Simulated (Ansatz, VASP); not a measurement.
# LaB6 in two plane-wave programs, part 3 of 3

Aim: how closely do two programs agree when they are given the same cell, functional and k mesh? The cell is taken from a series of runs on this material, whose earlier steps may have relaxed, scaled, displaced or heated it; both programs get it as it stands.

VASP 6.6.1 and Ansatz 0.2.0.

So far: Set-up; Ansatz: zone-centre phonons, PBE; VASP: zone-centre phonons, PBE.

## (3) VASP: zone-centre phonons, PBE (continued)

Level of this step: PBE; plane waves and PAW (La, B) (VASP).

Numbers of over 12 decimals in the logs are rounded to 6 here.

OUTCAR, selected parts (step 3):

```text
ion  position               nearest neighbor table
   1  0.000  0.000  0.000-
   2  0.200  0.500  0.500-   4 1.66   3 1.76   5 1.76   6 1.76   7 1.76
   3  0.500  0.200  0.500-   5 1.66   4 1.76   2 1.76   6 1.76   7 1.76
   4  0.800  0.500  0.500-   2 1.66   3 1.76   5 1.76   6 1.76   7 1.76
   5  0.500  0.800  0.500-   3 1.66   2 1.76   4 1.76   6 1.76   7 1.76
   6  0.500  0.500  0.200-   7 1.66   3 1.76   4 1.76   5 1.76   2 1.76
   7  0.500  0.500  0.800-   6 1.66   3 1.76   4 1.76   5 1.76   2 1.76

  LATTYP: Found a simple cubic cell.
 ALAT       =     4.1546928052

 Subroutine GETGRP returns: Found 48 space group operations
 (whereof 48 operations were pure point group operations)

The static configuration has the point symmetry O_h .

 Found     35 irreducible k-points:

   k-points           NKPTS =     35   k-points in BZ     NKDIM =     35   number of bands    NBANDS=     21

   dimension x,y,z NGX =    30 NGY =   30 NGZ =   30
   dimension x,y,z NGXF=    60 NGYF=   60 NGZF=   60

   ENCUT  =  500.0 eV  36.75 Ry    6.06 a.u.   7.57  7.57  7.57*2*pi/ulx,y,z

   NELECT =      29.0000    total number of electrons

 k-points in reciprocal lattice and weights: Automatic mesh
   0.00000000  0.00000000  0.00000000       0.002
   0.12500000  0.00000000  0.00000000       0.012
   0.25000000  0.00000000  0.00000000       0.012
   0.37500000  0.00000000  0.00000000       0.012
   0.50000000  0.00000000  0.00000000       0.006
   0.12500000  0.12500000  0.00000000       0.023
   0.25000000  0.12500000  0.00000000       0.047
   0.37500000  0.12500000  0.00000000       0.047
   0.50000000  0.12500000  0.00000000       0.023
[...]
0.50000000  0.50000000  0.37500000       0.012
   0.50000000  0.50000000  0.50000000       0.002

 average (electrostatic) potential at core
       1 -95.8754       2 -24.0198       3 -24.0198       4 -24.0198       5 -24.0198
       6 -24.0198       7 -24.0198

  Total       -0.0322454     -0.0322454     -0.0322454      0.0000000      0.0000000      0.0000000
  in kB       -0.7203795     -0.7203795     -0.7203795      0.0000000      0.0000000      0.0000000
[...]
2.07735      3.32447      2.07735        -0.000000      0.016532     -0.000000
      2.07735      2.07735      0.83022         0.000000      0.000000     -0.016532
      2.07735      2.07735      3.32447        -0.000000      0.000000      0.016532
 -----------------------------------------------------------------------------------
    total drift:                                0.000000      0.000000     -0.000000

 Eigenvectors and eigenvalues of the dynamical matrix
 ----------------------------------------------------

   1 f  =   37.671704 THz   236.698295 2PiTHz 1256.592777 cm-1   155.797578 meV
             X         Y         Z           dx          dy          dz
      0.000000  0.000000  0.000000    -0.000000   -0.000000    0.000000
      0.830221  2.077346  2.077346    -0.408248    0.000000   -0.000000
      2.077346  0.830221  2.077346     0.000000   -0.408248   -0.000000
      3.324472  2.077346  2.077346     0.408248   -0.000000   -0.000000
      2.077346  3.324472  2.077346     0.000000    0.408248   -0.000000
      2.077346  2.077346  0.830221     0.000000   -0.000000   -0.408248
      2.077346  2.077346  3.324472     0.000000    0.000000    0.408248

   2 f  =   33.325452 THz   209.389992 2PiTHz 1111.617434 cm-1   137.822934 meV
             X         Y         Z           dx          dy          dz
      0.000000  0.000000  0.000000     0.000000    0.000000    0.000000
      0.830221  2.077346  2.077346     0.500000   -0.000000   -0.000000
      2.077346  0.830221  2.077346     0.000000   -0.500000   -0.000000
      3.324472  2.077346  2.077346    -0.500000   -0.000000   -0.000000
      2.077346  3.324472  2.077346    -0.000000    0.500000    0.000000
      2.077346  2.077346  0.830221    -0.000000   -0.000000   -0.000000
      2.077346  2.077346  3.324472     0.000000    0.000000    0.000000

   3 f  =   33.325452 THz   209.389992 2PiTHz 1111.617434 cm-1   137.822934 meV
             X         Y         Z           dx          dy          dz
      0.000000  0.000000  0.000000    -0.000000    0.000000    0.000000
      0.830221  2.077346  2.077346    -0.288675   -0.000000    0.000000
      2.077346  0.830221  2.077346     0.000000   -0.288675    0.000000
      3.324472  2.077346  2.077346     0.288675   -0.000000    0.000000
      2.077346  3.324472  2.077346     0.000000    0.288675    0.000000
      2.077346  2.077346  0.830221     0.000000   -0.000000    0.577350
      2.077346  2.077346  3.324472     0.000000   -0.000000   -0.577350

   4 f  =   25.357221 THz   159.324119 2PiTHz  845.825851 cm-1   104.868993 meV
             X         Y         Z           dx          dy          dz
      0.000000  0.000000  0.000000     0.011591   -0.001124    0.000169
      0.830221  2.077346  2.077346     0.567597    0.028531   -0.004293
      2.077346  0.830221  2.077346    -0.294109   -0.055062   -0.004293
      3.324472  2.077346  2.077346     0.567597    0.028531   -0.004293
      2.077346  3.324472  2.077346    -0.294109   -0.055062   -0.004293
      2.077346  2.077346  0.830221    -0.294109    0.028531    0.008286
      2.077346  2.077346  3.324472    -0.294109    0.028531    0.008286

   5 f  =   25.357221 THz   159.324119 2PiTHz  845.825851 cm-1   104.868993 meV
             X         Y         Z           dx          dy          dz
      0.000000  0.000000  0.000000     0.000404    0.005693    0.010152
      0.830221  2.077346  2.077346     0.019790   -0.144471   -0.257596
      2.077346  0.830221  2.077346    -0.010255    0.278812   -0.257596
      3.324472  2.077346  2.077346     0.019790   -0.144471   -0.257596
      2.077346  3.324472  2.077346    -0.010255    0.278812   -0.257596
      2.077346  2.077346  0.830221    -0.010255   -0.144471    0.497131
      2.077346  2.077346  3.324472    -0.010255   -0.144471    0.497131

   6 f  =   25.357221 THz   159.324119 2PiTHz  845.825851 cm-1   104.868993 meV
             X         Y         Z           dx          dy          dz
      0.000000  0.000000  0.000000    -0.001063   -0.010097    0.005705
      0.830221  2.077346  2.077346    -0.052047    0.256217   -0.144771
      2.077346  0.830221  2.077346     0.026969   -0.494468   -0.144771
      3.324472  2.077346  2.077346    -0.052047    0.256217   -0.144771
      2.077346  3.324472  2.077346     0.026969   -0.494468   -0.144771
      2.077346  2.077346  0.830221     0.026969    0.256217    0.279390
      2.077346  2.077346  3.324472     0.026969    0.256217    0.279390

   7 f  =   20.729533 THz   130.247498 2PiTHz  691.462799 cm-1    85.730422 meV
             X         Y         Z           dx          dy          dz
      0.000000  0.000000  0.000000    -0.000000   -0.000000   -0.000000
      0.830221  2.077346  2.077346    -0.000000    0.479989    0.108871
      2.077346  0.830221  2.077346     0.479989   -0.000000   -0.088079
      3.324472  2.077346  2.077346     0.000000   -0.479989   -0.108871
      2.077346  3.324472  2.077346    -0.479989    0.000000    0.088079
      2.077346  2.077346  0.830221     0.108871   -0.088079    0.000000
      2.077346  2.077346  3.324472    -0.108871    0.088079    0.000000

   8 f  =   20.729533 THz   130.247498 2PiTHz  691.462799 cm-1    85.730422 meV
             X         Y         Z           dx          dy          dz
      0.000000  0.000000  0.000000     0.000000   -0.000000    0.000000
      0.830221  2.077346  2.077346    -0.000000    0.051853    0.153953
      2.077346  0.830221  2.077346     0.051853    0.000000    0.472874
      3.324472  2.077346  2.077346    -0.000000   -0.051853   -0.153953
      2.077346  3.324472  2.077346    -0.051853    0.000000   -0.472874
      2.077346  2.077346  0.830221     0.153953    0.472874   -0.000000
      2.077346  2.077346  3.324472    -0.153953   -0.472874   -0.000000

   9 f  =   20.729533 THz   130.247498 2PiTHz  691.462799 cm-1    85.730422 meV
             X         Y         Z           dx          dy          dz
      0.000000  0.000000  0.000000     0.000000   -0.000000    0.000000
      0.830221  2.077346  2.077346     0.000000    0.130085   -0.463083
      2.077346  0.830221  2.077346     0.130085    0.000000    0.136500
      3.324472  2.077346  2.077346     0.000000   -0.130085    0.463083
      2.077346  3.324472  2.077346    -0.130085    0.000000   -0.136500
      2.077346  2.077346  0.830221    -0.463083    0.136500   -0.000000
      2.077346  2.077346  3.324472     0.463083   -0.136500    0.000000

  10 f  =   17.061402 THz   107.199951 2PiTHz  569.107114 cm-1    70.560257 meV
             X         Y         Z           dx          dy          dz
      0.000000  0.000000  0.000000    -0.000000    0.000000   -0.000000
      0.830221  2.077346  2.077346     0.000000    0.497502   -0.048448
      2.077346  0.830221  2.077346    -0.497502    0.000000    0.012039
      3.324472  2.077346  2.077346     0.000000   -0.497502    0.048448
      2.077346  3.324472  2.077346     0.497502   -0.000000   -0.012039
      2.077346  2.077346  0.830221     0.048448   -0.012039   -0.000000
      2.077346  2.077346  3.324472    -0.048448    0.012039   -0.000000

  11 f  =   17.061402 THz   107.199951 2PiTHz  569.107114 cm-1    70.560257 meV
             X         Y         Z           dx          dy          dz
      0.000000  0.000000  0.000000    -0.000000   -0.000000    0.000000
      0.830221  2.077346  2.077346     0.000000   -0.017622   -0.283252
      2.077346  0.830221  2.077346     0.017622    0.000000   -0.411652
      3.324472  2.077346  2.077346    -0.000000    0.017622    0.283252
      2.077346  3.324472  2.077346    -0.017622    0.000000    0.411652
      2.077346  2.077346  0.830221     0.283252    0.411652   -0.000000
      2.077346  2.077346  3.324472    -0.283252   -0.411652   -0.000000

  12 f  =   17.061402 THz   107.199951 2PiTHz  569.107114 cm-1    70.560257 meV
             X         Y         Z           dx          dy          dz
      0.000000  0.000000  0.000000     0.000000    0.000000    0.000000
      0.830221  2.077346  2.077346    -0.000000    0.046708    0.409171
      2.077346  0.830221  2.077346    -0.046708    0.000000   -0.283544
      3.324472  2.077346  2.077346    -0.000000   -0.046708   -0.409171
    [... 91 further lines ...]
      2.077346  2.077346  0.830221    -0.175687    0.024293    0.139723
      2.077346  2.077346  3.324472    -0.175687    0.024293    0.139723

 ELASTIC MODULI CONTR FROM IONIC RELAXATION (kBar)
 Direction    XX          YY          ZZ          XY          YZ          ZX
 --------------------------------------------------------------------------------
 XX         -32.5267    -26.5777    -26.5777     -0.0000     -0.0000     -0.0000
 YY         -26.5777    -32.5267    -26.5777     -0.0000     -0.0000      0.0000
 ZZ         -26.5777    -26.5777    -32.5267     -0.0000     -0.0000     -0.0000
 XY          -0.0000      0.0000     -0.0000   -383.1886     -0.0000      0.0000
 YZ          -0.0000     -0.0000     -0.0000     -0.0000   -383.1886      0.0000
 ZX          -0.0000      0.0000     -0.0000      0.0000      0.0000   -383.1886
 --------------------------------------------------------------------------------
```

This run has no spin polarisation. Its electron count is odd, so without a moment it is a metal by construction.

## (4) Side by side

Known differences besides the potentials themselves: the cutoff is 420 eV in Ansatz and 500 eV in VASP. Total energies have different zeros and are not compared.

The two programs side by side:

| quantity | Ansatz | VASP | difference |
| --- | --- | --- | --- |
| optical mode 1 to 3 (cm⁻¹) | 182.0 | 179.7 | +1.31 % |
| optical mode 4 to 6 (cm⁻¹) | 503.9 | 504.9 | -0.20 % |
| optical mode 7 to 9 (cm⁻¹) | 569.5 | 569.1 | +0.06 % |
| optical mode 10 to 12 (cm⁻¹) | 689.8 | 691.5 | -0.24 % |
| optical mode 13 to 15 (cm⁻¹) | 843.3 | 845.8 | -0.30 % |
| optical mode 16 to 17 (cm⁻¹) | 1110.3 | 1111.6 | -0.11 % |
| optical mode 18 (cm⁻¹) | 1251.8 | 1256.6 | -0.38 % |

Modes are paired by rising frequency, not by their patterns, so a pair may set unlike modes beside each other; they are those without the splitting of longitudinal modes.

## (5) Summary of results

```
r.m.s. difference of the optical zone-centre modes, each program's sorted by frequency (zone-centre phonons, PBE) : 2.0 cm⁻¹
difference in optical mode 1 to 3 (zone-centre phonons, PBE)                                                      : +1.3 %
```

**Reading.** The r.m.s. difference of the optical zone-centre modes, each program's sorted by frequency is 2.0 cm⁻¹ (zone-centre phonons, PBE). Among the rows given in per cent, the largest difference of the zone-centre phonons, PBE pair is in optical mode 1 to 3, +1.3 %. Such differences can come from data sets, numerical settings and the points named under the comparisons, not from the functional's error against experiment.

[Lines on the potential files, build, host, timing and source positions are cut from VASP's logs without a mark.]

[Logs are printed without paths, hosts, clocks, repeated set-up lines and the standing remarks that a program may print on its own settings, such as how far it seeks lower states.]

[Hosts, paths, dates, database ids (printed as entryN), source tags and the programs' standing remarks are cut or masked in the printed files.]
